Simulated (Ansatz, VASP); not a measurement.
# Sb in two plane-wave programs, part 2 of 2

Wanted: the spread between two codes on one cell, functional and k mesh. The cell is taken from a series of VASP runs on this material, whose earlier steps may have relaxed, scaled or displaced it; both programs get it as it stands.

VASP 6.6.1 and Ansatz 0.2.0.

So far: Set-up; Ansatz: zone-centre phonons, LDA; VASP: zone-centre phonons, LDA; Side by side.

**5. VASP: zone-centre phonons, PBE**

Level of this step: PBE; plane waves and PAW (Sb) (VASP).

Second derivatives magnify differences that forces hide, and they need a tight electronic threshold. The cell compared in this pair holds 63.54 Å³, against 58.47 Å³ for the pair before.

File INCAR:

```
SYSTEM = Sb
PREC = Accurate
ENCUT = 450
EDIFF = 1E-08
NELM = 100
ISMEAR = 1
SIGMA = 0.15
LREAL = .FALSE.
ALGO = Normal
GGA = PE
NBANDS = 11
LORBIT = 11
LWAVE = .FALSE.
LCHARG = .FALSE.
KPAR = 2
IBRION = 8
ISIF = 2
```

File POSCAR:

```
Sb
1.0
    2.1891885372      1.2639285913      3.8270890676
   -2.1891885372      1.2639285913      3.8270890676
    0.0000000000     -2.5278571825      3.8270890676
Sb
2
Direct
    0.7667082162      0.7667082162      0.7667082162
    0.2332917838      0.2332917838      0.2332917838
```

File KPOINTS:

```
Automatic mesh
0
Gamma
12 12 12
0 0 0
```

PAW data sets: Sb (PBE family, release 64).

Command:

```
$ mpirun -np 2 vasp_std
```

Numbers of over 12 decimals in the logs are rounded to 6 here.

What it wrote:

```text
[banner, memory and clock lines left out]
running    2 mpi-ranks, on    1 nodes
[...]
LDA part: xc-table for (Slater+PW92), standard interpolation
 POSCAR, INCAR and KPOINTS ok, starting setup
[...]
entering main loop
       N       E                     dE             d eps       ncg     rms          rms(c)
DAV:   1     0.326049520300E+02    0.32605E+02   -0.33363E+03  4158   0.635E+02
DAV:   2    -0.650721962794E+01   -0.39112E+02   -0.37988E+02  5564   0.105E+02
DAV:   3    -0.825951957390E+01   -0.17523E+01   -0.17451E+01  5055   0.256E+01
DAV:   4    -0.827484012485E+01   -0.15321E-01   -0.15319E-01  4716   0.288E+00
[...]
DAV:  13    -0.827446342804E+01   -0.44737E-07   -0.77899E-09  3377   0.553E-04    0.576E-05
DAV:  14    -0.827446341776E+01    0.10279E-07   -0.82299E-10  2343   0.219E-04    0.949E-06
DAV:  15    -0.827446341774E+01    0.20407E-10   -0.10219E-10  2232   0.818E-05
   1 F= -.82744634E+01 E0= -.82746206E+01  d E =0.471487E-03
 Linear response reoptimize wavefunctions to high precision
[...]
RMM:   7    -0.248161428594E-01    0.47744E-06   -0.14235E-07 32843   0.368E-04    0.655E-05
RMM:   8    -0.248160200600E-01    0.12280E-06   -0.41882E-08 33480   0.840E-05    0.152E-05
RMM:   9    -0.248160254883E-01   -0.54283E-08   -0.10327E-08 33326   0.304E-05    0.226E-06
 first order change of Fermi-energy  -0.29242E-04
 force on displaced ion       1 direction 1 :  -2.538   0.000  -0.000
 Linear response progress:
  Degree of freedom:   2/  2
       N       E                     dE             d eps       ncg     rms          rms(c)
RMM:   1    -0.258780443174E-01   -0.25878E-01    0.25144E-02  8190   0.114E+00
RMM:   2    -0.252588198744E-01    0.61922E-03   -0.14308E-03  6456   0.228E-01    0.463E-02
RMM:   3    -0.251288233038E-01    0.13000E-03   -0.49168E-05  6916   0.439E-02    0.283E-02
RMM:   4    -0.250270808879E-01    0.10174E-03   -0.31936E-05  6762   0.280E-02    0.781E-03
[...]
RMM:   9    -0.250348566061E-01   -0.13273E-07   -0.94816E-11  7289   0.336E-05    0.163E-05
RMM:  10    -0.250348751943E-01   -0.18588E-07   -0.14635E-10  7022   0.291E-05    0.592E-06
RMM:  11    -0.250348748290E-01    0.36530E-09    0.17724E-11  7207   0.513E-06    0.189E-06
 first order change of Fermi-energy  -0.31947E+00
 force on displaced ion       1 direction 3 :   0.000  -0.000  -4.898
 Linear response finished
```

From OUTCAR (step 5):

```text
  Total       -0.0038945     -0.0038945     -0.0026716      0.0000000     -0.0000000      0.0000000
  in kB       -0.0982054     -0.0982054     -0.0673689      0.0000000     -0.0000000      0.0000000
  external PRESSURE =      -0.0879265 kB  Pullay stress =       0.0000000 kB

 POSITION                                       TOTAL-FORCE (eV/Angst)
 -----------------------------------------------------------------------------------
      0.00000      0.00000      8.80278         0.000000      0.000000      0.001343
      0.00000      0.00000      2.67849         0.000000     -0.000000     -0.001343
 -----------------------------------------------------------------------------------
    total drift:                                0.000000      0.000000     -0.000000

[... 1 part as in an earlier step ...]

[... 1 further part left out ...]
```

**6. Ansatz: zone-centre phonons, PBE**

The same cell, functional, mesh and smearing now go to Ansatz, which takes its cutoff from its data sets.

The cell is taken from a series of VASP runs on this material, whose earlier steps may have relaxed, scaled or displaced it; both programs get it as it stands.

File input.yaml:

```yaml
crystal:
  lattice:
    - [2.1891885372, 1.2639285913, 3.8270890676]
    - [-2.1891885372, 1.2639285913, 3.8270890676]
    - [0.0, -2.5278571825, 3.8270890676]
  atoms:
    - { symbol: Sb, position: [0.7667082162, 0.7667082162, 0.7667082162] }
    - { symbol: Sb, position: [0.2332917838, 0.2332917838, 0.2332917838] }
hamiltonian:
  xc: pbe
  pseudopotentials: { kind: paw }
kpoints:
  mp_grid: { grid: [12, 12, 12] }
scf:
  occupations: { method: methfessel_paxton, width: 0.15 }
phonons:
  method: dfpt
  qpoints: [[0, 0, 0]]
```

Command:

```
$ ansatz run input.yaml --threads 4 --pin off --max-ram 9216MiB --backend cpu --events-out ev --progress --plain --runs-dir out
```

What it wrote:

```text
[...]
Crystal: 2 atoms, lattice volume = 63.537 Å³
Basis set: ecut = 420 eV, 1267 PW (Γ), exchange–correlation on 64×64×64 points (8 copies of the dense FFT grid, shifted against one another)
Bands: 19, of which v1, the nominal top of the filled ones, is band 15 counted from 1 (14 counted from 0)
Symmetry: 12 space group operations
k-points: 476 of 1728 (irreducible under 2 space group operations, time reversal used)
[...]
k-point 2: bands = [... 11 lower, 3.2608, 7.4274, 7.5730, 7.9613, 11.0682, 11.2633, 11.3259, 13.9812]
  k-point 475: bands = [... 11 lower, 0.5677, 8.0957, 8.0957, 8.8053, 9.5353, 9.5353, 10.3557, 16.2467]
[...]
ASR residual: 2.922e-5 → 0.000e0 eV/Å²; symmetrization residual: 7.582e-5 eV/Å²
  ASR residual per site (eV/Å²): 2.92e-5 2.92e-5
  Γ frequencies (cm⁻¹): 0.00 0.00 0.00 104.66 104.66 146.28
[...]
--- Phonons (arbitrary-q DFPT): 1 explicit q-point ---
[...]
[key lines of the parts left out:]
SCF converged after 10 iterations
Free energy (F): -12968.978111 eV
Fermi energy:    9.276079 eV
```

Elapsed: 38 s, on 4 threads of Arm Neoverse V2, shared host; peak memory 1.9 GiB; 2.3 min of CPU time.

**7. Comparison**

What differs besides the data sets and the points named for the pairs above, as far as they apply: VASP leaves aspherical gradient terms in its spheres out (LASPH is not set), Ansatz keeps them. Total energies have different zeros and are not compared.

Both answers:

| quantity | Ansatz | VASP | difference |
| --- | --- | --- | --- |
| optical mode 1 to 2 (cm⁻¹) | 104.7 | 106.5 | -1.71 % |
| optical mode 3 (cm⁻¹) | 146.3 | 147.9 | -1.11 % |

Modes are paired by rising frequency and degeneracy, not by their patterns, so a pair may still set unlike modes beside each other.

**8. Outcome**

| Property | Result |
| --- | --- |
| r.m.s. difference of the optical zone-centre modes, each program's sorted by frequency (zone-centre phonons, LDA) | 3.9 cm⁻¹ |
| difference in optical mode 1 to 2 (zone-centre phonons, LDA) | -4.9 % |
| r.m.s. difference of the optical zone-centre modes, each program's sorted by frequency (zone-centre phonons, PBE) | 1.8 cm⁻¹ |
| difference in optical mode 1 to 2 (zone-centre phonons, PBE) | -1.7 % |

The r.m.s. difference of the optical zone-centre modes, each program's sorted by frequency is 3.9 cm⁻¹ (zone-centre phonons, LDA). Among the rows given in per cent, the largest difference of the zone-centre phonons, LDA pair is in optical mode 1 to 2, -4.9 %. Among the rows given in per cent, the largest difference of the zone-centre phonons, PBE pair is in optical mode 1 to 2, -1.7 %. Such differences can come from data sets, numerical settings and the points named under the comparisons, not from the functional's error against experiment.

[Lines on the potential files, build, host, timing and source positions are cut from VASP's logs without a mark.]

[Logs are printed without paths, hosts, clocks, repeated set-up lines and the standing remarks that a program may print on its own settings, such as how far it seeks lower states.]

[Hosts, paths, dates, database ids (printed as entryN), source tags and the programs' standing remarks are cut or masked in the printed files.]
